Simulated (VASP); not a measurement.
# Normal strain, stress and strain energy of CdTe (F-43m) under biaxial (111) strain, LDA

Cadmium and tellurium form a zinc-blende crystal in which each atom has four neighbours of the other kind, held by polar covalent bonds. Every member of the series is this same compound; only the strain imposed in the (111) plane differs. The question is how the crystal responds along the normal, what stress and energy the strain costs, which elastic moduli follow, and where proportionality begins to fail. This matters for CdTe films in solar cells and for buffer layers under infrared detectors, where a mismatched substrate imposes the in-plane lattice spacing. The calculations use LDA for a static lattice. Strains are counted from the cell obtained in a second relaxation, tension is positive, and the energy per atom is counted from the relaxed crystal.

## Systems and settings

The start is a typed prototype cell. The crystal was relaxed with LDA. Equal strain is imposed in the (111) plane; the strain along the normal is adjusted until the normal stress is close to zero, and the atoms are relaxed with LDA. VASP 6.6.1, plane waves with PAW, cutoff 450 eV, no spin polarisation, no spin-orbit coupling, k mesh 8×8×8, static lattice.

Notes on method and selection:

- Runs that did not converge, have known faults or may not be shown are not listed, and runs on Ansatz's PAW sets soft_1 and soft_2 are kept to separate tables.

Columns:

- strain (%): strain in the plane (tension positive).
- gap (eV): band gap on the k mesh at LDA.
- normal strain (%): strain along the normal.
- stress (GPa): in-plane stress, tension positive.
- strain energy (meV/atom): energy per atom above the relaxed crystal.

## Data

| member | strain (%) | gap (eV) | normal strain (%) | stress (GPa) | strain energy (meV/atom) |
| --- | --- | --- | --- | --- | --- |
| −2 % | −2.0 | 0.620 | ? | ? | ? |
| −1.5 % | −1.5 | 0.632 | 1.317 | −1.228 | 4.184 |
| −1 % | −1.0 | 0.639 | 0.880 | −0.815 | 1.951 |
| −0.5 % | −0.5 | 0.643 | 0.445 | −0.396 | 0.5689 |
| 0 % | 0.0 | 0.644 | 0.000 | −0.003 | 0.02313 |
| +0.5 % | 0.5 | 0.594 | −0.411 | 0.396 | 0.2951 |
| +1 % | 1.0 | 0.547 | −0.848 | 0.775 | 1.372 |
| +1.5 % | 1.5 | 0.505 | −1.263 | 1.159 | 3.247 |
| +2 % | 2.0 | 0.469 | −1.665 | 1.535 | 5.910 |

Cells marked ? are withheld until the estimate has been made.

Least-squares fits to the members shown, with x = strain (%); R² and errors in the fitted variable (y, or ln y where the fit is in ln y):

| y | members | fit | R² | rms residual | leave-one-out rms | the same for the mean of the others |
| --- | --- | --- | --- | --- | --- | --- |
| normal strain (%) | 8 | y = 0.02044 − 0.8543 x | 1.00 | 0.013 | 0.020 | 1.1 |
| stress (GPa) | 8 | y = −0.01929 + 0.7886 x | 1.00 | 0.017 | 0.025 | 1.0 |

## Reading the trend

Stretching the plane makes the crystal thinner along the normal, and compressing it makes it thicker. The fitted slope of −0.854 is far from the −2 that would conserve volume, so the strain changes both volume and shape.

Two moduli follow from the fitted slopes. With M the in-plane stress per unit strain (100 × 0.7886 = 78.9 GPa) and R the normal contraction per unit in-plane strain (0.854), cubic elasticity at zero normal stress gives

B = 2M / [3(2 − R)] = 2 × 78.9 / (3 × (2 − 0.854)) = 46 GPa

C₄₄ = M / [2(1 + R)] = 78.9 / (2 × (1 + 0.854)) = 21 GPa.

This C₄₄ includes the shift of the two sublattices against each other, which softens the shear. C₁₁ and C₁₂ enter only as the sum C₁₁ + 2C₁₂ = 3B.

Linear elasticity is a good approximation over the rows shown, but not an exact one. Measured from the zero-strain row, the stress per percent is (1.228 − 0.003) / 1.5 = 0.817 GPa at −1.5 % and (1.535 + 0.003) / 2.0 = 0.769 GPa at +2 %, a difference of 6 %. The same formulas applied to these two rows give B = 49 and 44 GPa, but C₄₄ = 22 and 21 GPa. Compression therefore stiffens the crystal mainly against volume change, as expected when shortened bonds repel more steeply.

The energy averaged over tension and compression, less the zero-strain value, is close to quadratic: ((0.5689 + 0.2951) / 2 − 0.02313) / (0.5 × 0.5) = 1.64 meV/atom per squared percent at 0.5 %, and ((4.184 + 3.247) / 2 − 0.02313) / (1.5 × 1.5) = 1.64 at 1.5 %. The two signs differ, however, with 0.569 meV/atom at −0.5 % against 0.295 at +0.5 %. The energy minimum thus lies slightly on the tensile side, although the stress almost vanishes at zero strain. An incomplete plane-wave basis has this effect: at fixed cutoff a larger cell holds more plane waves, which lowers its energy, while the calculated stress omits that gain. The same effect can explain the 0.023 meV/atom at zero strain, if the energy reference is the slightly larger cell of the first relaxation.

## A prediction

Plain estimates from the members shown:

- −2 %, fit at x = −2.0: 1.729 % (an extrapolation)

The straight-line estimate of 1.729 % is probably too low. At −1.5 % the same line gives 0.0204 + 0.8543 × 1.5 = 1.302 %, already 0.015 below the calculated 1.317 %. The cause is the stiffening against volume change: as B rises faster than C₄₄, the normal strain per unit in-plane strain grows in compression.

The route chosen lets this ratio vary linearly with strain and fixes it by the two outermost rows, where a small leftover normal stress matters least. The ratio is 1.317 / 1.5 = 0.878 at −1.5 % and 1.665 / 2.0 = 0.8325 at +2 %, a change of (0.878 − 0.8325) / 3.5 = 0.013 per percent. At −2 % it becomes 0.878 + 0.5 × 0.013 = 0.8845, and the normal strain is 2.0 × 0.8845 = 1.77 %.

The route can be tried at both ends. From the rows at −1 % and +2 % it gives 1.5 × (0.880 + 0.5 × (0.880 − 0.8325) / 3) = 1.332 % at −1.5 %, which is 0.015 too high. From the rows at −1.5 % and +1.5 % the contraction at +2 % is 2.0 × (1.263 / 1.5 − 0.5 × (1.317 − 1.263) / 1.5 / 3) = 1.672 %, a miss of 0.007. The root mean square of these misses is 0.012, which rounds to an error of 0.01 in the normal strain.

**Committed estimate, −2 %: normal strain = 1.77 ± 0.01 %.**

## Result

| member | strain (%) | gap (eV) | normal strain (%) | stress (GPa) | strain energy (meV/atom) |
| --- | --- | --- | --- | --- | --- |
| −2 % | −2.0 | 0.620 | 1.763 | −1.644 | 7.254 |

| member | estimate | normal strain (%) | computed | estimate − computed | miss in error bars |
| --- | --- | --- | --- | --- | --- |
| −2 % | committed | 1.770 | 1.763 | +0.007 | 0.7 |
| −2 % | fit | 1.729 | 1.763 | −0.034 |  |

The computed normal strain at −2 % is 1.763 %. The estimate of 1.77 ± 0.01 % is 0.007 too high and inside its error bar; the straight line was 0.034 too low. The upward shift from the line was therefore right in sign and nearly right in size.

The steady growth of the ratio under compression is less well supported. Normal strain per unit in-plane strain is 1.763 / 2.0 = 0.882 at −2 %, against 0.878 at −1.5 % and 0.445 / 0.5 = 0.890 at −0.5 %. The ratio is higher in compression than in tension, but it does not rise regularly from row to row.

The mechanism was also overstated. Part of the asymmetry comes from measuring strain against the original length. With logarithmic strains, ln(1 + strain) with the strain as a fraction, the ratio is −ln(1 + 1.763 / 100) / ln(1 − 2.0 / 100) = 0.865 at −2 % and −ln(1 − 1.665 / 100) / ln(1 + 2.0 / 100) = 0.848 at +2 %. The difference between the two ends falls from 0.882 − 0.833 = 0.049 to 0.865 − 0.848 = 0.017, so only about a third of it is left for a bulk modulus that rises faster than C₄₄.

## Members off the line

Least-squares fits to the whole series, with x = strain (%); R² and errors in the fitted variable (y, or ln y where the fit is in ln y):

| y | members | fit | R² | rms residual | leave-one-out rms | the same for the mean of the others |
| --- | --- | --- | --- | --- | --- | --- |
| normal strain (%) | 9 | y = 0.02422 − 0.8588 x | 1.00 | 0.015 | 0.022 | 1.2 |
| stress (GPa) | 9 | y = −0.02456 + 0.7950 x | 1.00 | 0.020 | 0.028 | 1.2 |

Largest departures from the fit to the whole series:

| member | normal strain (%) | fit | computed − fit | in rms residuals |
| --- | --- | --- | --- | --- |
| +2 % | −1.665 | −1.693 | +0.028 | 1.8 |
| 0 % | 0.000 | 0.024 | −0.024 | 1.6 |
| −2 % | 1.763 | 1.742 | +0.021 | 1.4 |
| +1 % | −0.848 | −0.835 | −0.013 | 0.9 |

The largest departures form a pattern: +2 % and −2 % lie above the line by 0.028 and 0.021, and 0 % lies 0.024 below it. This is what a straight line leaves when the data curve gently upward. The zero-strain row is zero by definition, so its departure is simply the intercept of the fit with the sign reversed.

The size agrees as well. Half the sum of the normal strains at ±2 % is (1.763 − 1.665) / 2 = 0.049, or 0.049 / 4 = 0.012 per squared percent. At ±1.5 % the same step gives (1.317 − 1.263) / 2 / (1.5 × 1.5) = 0.012. The ±0.5 % rows give (0.445 − 0.411) / 2 / (0.5 × 0.5) = 0.068, but at such small strains even a slight normal stress left in the tensile row weighs heavily, so they say little about the curvature.

The +1 % row, 0.013 below the line, lies on the side expected from this curvature. A small compressive stress left along the normal also makes the crystal slightly too thin there.

## Rules of thumb and their limits

Between −2 % and +2 % the normal strain follows −0.857 x + 0.012 x², with both strains in percent. The coefficients come from the two end rows, the linear one as (1.763 + 1.665) / 4 = 0.857; the other rows are met to within 0.015, with a typical miss of 0.01, against an error of 1.2 when each row is estimated by the mean of the others. A further strain inside this range can be estimated about as well. Proportionality fails gradually, not at a threshold: at 2 % the quadratic term is 0.012 × 2 / 0.857 = 0.028 of the linear one, or about 3 %.

For the whole series M is 100 × 0.7950 = 79.5 GPa and R is 0.8588, which give B = 2 × 79.5 / (3 × (2 − 0.8588)) = 46 GPa and C₄₄ = 79.5 / (2 × (1 + 0.8588)) = 21 GPa, as before. In practice, a coherent (111) film under 0.1 % tension carries about 0.1 × 0.795 = 0.08 GPa, or 80 MPa.

The main omission for real films is plastic relaxation: at strains of a percent or more, dislocations in a thick film can remove most of the calculated stress. Thermal softening is smaller, roughly a few percent of the moduli at room temperature.
